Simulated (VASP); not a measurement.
```yaml
crystal:
  lattice:
    - [2.15391, 1.24356, 7.02005]
    - [-2.15391, 1.24356, 7.02005]
    - [0.00000, -2.48713, 7.02005]
  atoms:
    - { symbol: Al, position: [0.99979, 0.99979, 0.99979] }
    - { symbol: Ga, position: [0.50000, 0.50000, 0.50000] }
    - { symbol: Sb, position: [0.12562, 0.12562, 0.12562] }
    - { symbol: Sb, position: [0.62461, 0.62461, 0.62461] }
```

Calculation: LDA (Ceperley-Alder, Perdew-Zunger), VASP's LDA PAW potentials (set 64) (plane waves; VASP 6.6.1). Run with 400 eV cut-off, 7×7×7 Γ-centred mesh, tetrahedra with Blöchl corrections, potentials Al Ga_d Sb.

The cores are frozen, which limits the accuracy of field gradients.

### Question
Give the principal components of the electric field gradient (V/Å²) and the asymmetry η at each nucleus.

### Answer

| atom | Vxx | Vyy | Vzz | η |
|---|---|---|---|---|
| Al1 | -0.3 | -0.3 | 0.6 | 0.00 |
| Ga2 | -0.2 | -0.2 | 0.4 | - |
| Sb3 | 30.2 | 30.2 | -60.5 | 0.00 |
| Sb4 | -33.1 | -33.1 | 66.3 | 0.00 |

The structure comes from a computed database's AlGaSb2 entry (R3m); how it stands against other phases isn't given here. It was relaxed first.
